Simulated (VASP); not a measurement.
```
CELL_PARAMETERS angstrom
      3.48476     0.00000     0.00000
     -1.74238     3.01789     0.00000
      0.00000     0.00000    26.31506
ATOMIC_POSITIONS crystal
  Pb 0.00000 0.00000 0.33781
  Pb 0.66667 0.33333 0.44594
  Pb 0.33333 0.66667 0.55406
  Pb 0.00000 0.00000 0.66219
```

Calculation: PBEsol GGA, VASP's PBE PAW potentials (set 64) (plane waves; VASP 6.6.1). Numerical set-up: PREC = Normal, EDIFF = 1E-5, 400 eV cut-off, 9×9×1 Γ-centred mesh, first-order Methfessel-Paxton smearing of 0.10 eV, potentials Pb_d.

Problem. The ions are relaxed. Predict the relaxed structure.

Solution. 
```
CELL_PARAMETERS angstrom
      3.48476     0.00000     0.00000
     -1.74238     3.01789     0.00000
      0.00000     0.00000    26.31506
ATOMIC_POSITIONS crystal
  Pb 0.00000 0.00000 0.33986
  Pb 0.66667 0.33333 0.44333
  Pb 0.33333 0.66667 0.55667
  Pb 0.00000 0.00000 0.66014
```

Problem. How much energy does the relaxation gain?

Solution. The energy (σ→0) changes by -9.8 meV/atom, in 4 ionic steps.

| step | E(σ→0) (eV) | max force (eV/Å) | pressure (GPa) | volume (Å³) |
|---|---|---|---|---|
| 1 | -15.5413 | 0.323 | -0.80 | 276.74 |
| 2 | -15.5564 | 0.252 | -0.76 | 276.74 |
| 3 | -15.5778 | 0.090 | -0.61 | 276.74 |
| 4 | -15.5804 | 0.028 | -0.54 | 276.74 |

The cell is a thin slab with vacuum, built from Pb (fcc): (111) face.
